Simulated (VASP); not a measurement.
The system is Cr.

```
Cr
1.0
    -1.40000    1.40000    1.40000
     1.40000   -1.40000    1.40000
     1.40000    1.40000   -1.40000
Cr
1
Direct
  0.00000 0.00000 0.00000
```

The cell was built by a generator and needn't be a form met in nature.

```yaml
Program: VASP 6.6.1
Task: relaxation of cell and atoms
Functional: PBE
Dispersion: D3(BJ)
Potentials_or_basis: VASP PAW PBE potentials, release 64 (Cr_pv)
Cutoff: 600 eV
k_mesh: 20 × 20 × 20
Occupations: methfessel-paxton, width 0.1 eV
Spin: no spin polarisation
```

At the start: pressure 6.1 GPa; volume 10.98 Å³/atom.

Q: Where does the relaxation end?

A: Over 3 steps the energy falls by 4.4 meV/atom and the volume is 11.21 Å³/atom (+2.2 %); space group Im-3m (No. 229, to 0.05 Å).

Step by step:
| step | energy change (eV) | largest force (eV/Å) | pressure (GPa) | volume (Å³) |
| --- | --- | --- | --- | --- |
| 1 | 0.0000 | 0.0000 | 6.13 | 10.98 |
| 2 | 0.0099 | 0.0000 | -9.94 | 11.66 |
| 3 | -0.0044 | 0.0000 | -0.07 | 11.21 |

Final structure:
```cif
data_structure
_symmetry_space_group_name_H-M 'P 1'
_symmetry_Int_Tables_number 1
_cell_length_a 2.4422
_cell_length_b 2.4422
_cell_length_c 2.4422
_cell_angle_alpha 109.471
_cell_angle_beta 109.471
_cell_angle_gamma 109.471
_cell_volume 11.21
loop_
_atom_site_label
_atom_site_type_symbol
_atom_site_fract_x
_atom_site_fract_y
_atom_site_fract_z
_atom_site_occupancy
Cr1 Cr 0.00000 0.00000 0.00000 1
```

Caveat: the run has no spin polarisation, though such a crystal can be magnetic; pairwise dispersion overbinds metals, which lowers pressure and volume.
